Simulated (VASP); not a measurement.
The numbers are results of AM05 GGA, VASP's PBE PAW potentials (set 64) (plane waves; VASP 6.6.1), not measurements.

Input for VASP

**KPOINTS**
```
Automatic mesh
0
Gamma
11 11 6
0 0 0
```

### INCAR
```
SYSTEM  =  Ho
PREC  =  Accurate; ENCUT  =  520; LREAL  =  F
LASPH  =  T
EDIFF  =  1E-6; NELM  =  100; ALGO  =  Normal
LMAXMIX  =  6
ISMEAR  =  1; SIGMA  =  0.1
GGA  =  AM
IBRION  =  2; NSW  =  60; ISIF  =  3
EDIFFG  =  -0.01
LWAVE  =  F; LCHARG  =  F
```

### POSCAR
```
Ho
1.0
  1.7789215799  -3.0811826125   0.0000000000
  1.7789215799   3.0811826125   0.0000000000
  0.0000000000   0.0000000000   5.4687080191
Ho
2
direct
  0.3333330000   0.6666670000   0.2500000000
  0.6666670000   0.3333330000   0.7500000000
```

POTCAR, in this order: Ho_3 (PBE.64 set). Program: vasp_std.

Output of the run:

### OSZICAR
```
       N       E                     dE             d eps       ncg     rms          rms(c)
DAV:   1     0.841432646012E+02    0.84143E+02   -0.82916E+03  1888   0.129E+03
DAV:   2    -0.470047276258E+01   -0.88844E+02   -0.87223E+02  2441   0.527E+02
DAV:   3    -0.925123528472E+01   -0.45508E+01   -0.42638E+01  2727   0.874E+01
DAV:   4    -0.945124138127E+01   -0.20001E+00   -0.19643E+00  2796   0.127E+01
DAV:   5    -0.945701413984E+01   -0.57728E-02   -0.57626E-02  2746   0.210E+00    0.249E+01
DAV:   6    -0.944954638396E+01    0.74678E-02   -0.27717E-02  2827   0.218E+00    0.149E+01
DAV:   7    -0.945251830285E+01   -0.29719E-02   -0.50735E-02  2661   0.299E+00    0.308E-01
DAV:   8    -0.945210786980E+01    0.41043E-03   -0.28196E-03  2443   0.610E-01    0.664E-02
DAV:   9    -0.945211200407E+01   -0.41343E-05   -0.21425E-04  2772   0.177E-01    0.306E-02
DAV:  10    -0.945210877781E+01    0.32263E-05   -0.16572E-05  2790   0.435E-02    0.261E-02
DAV:  11    -0.945210871460E+01    0.63217E-07   -0.54640E-07  1533   0.102E-02
   1 F= -.94521087E+01 E0= -.94535918E+01  d E =-.945211E+01
```

### OUTCAR
```
------------------------ aborting loop because EDIFF is reached ----------------------------------------
  FORCE on cell =-STRESS in cart. coord.  units (eV):
  Direction    XX          YY          ZZ          XY          YZ          ZX
  --------------------------------------------------------------------------------------
  Total       -0.0139863     -0.0139863      0.0107069      0.0000000     -0.0000000      0.0000000
  in kB       -0.3737881     -0.3737881      0.2861442      0.0000000     -0.0000000      0.0000000
  external PRESSURE =      -0.1538106 kB  Pullay stress =       0.0000000 kB
  volume of cell :       59.95
      direct lattice vectors                 reciprocal lattice vectors
     1.778921580 -3.081182613  0.000000000     0.281069163 -0.162275354  0.000000000
     1.778921580  3.081182613  0.000000000     0.281069163  0.162275354  0.000000000
     0.000000000  0.000000000  5.468708019     0.000000000  0.000000000  0.182858547
 POSITION                                       TOTAL-FORCE (eV/Angst)
 -----------------------------------------------------------------------------------
      1.77892      1.02706      1.36718        -0.000000      0.000000      0.000000
      1.77892     -1.02706      4.10153         0.000000     -0.000000      0.000000
 -----------------------------------------------------------------------------------
    total drift:                                0.000002      0.000087     -0.000011
  FREE ENERGIE OF THE ION-ELECTRON SYSTEM (eV)
  ---------------------------------------------------
  free  energy   TOTEN  =        -9.4521087146 eV

  energy  without entropy=       -9.4565578693  energy(sigma->0) =       -9.45359177

 reached required accuracy - stopping structural energy minimisation
```
(Selected blocks of OUTCAR.)

The 4f electrons are frozen in the core of the lanthanide potential, so 4f levels, which can set the real gap, and their magnetism are missing.

The compound is Ho in the hcp structure. It was relaxed first. The start is the result of an earlier pass.
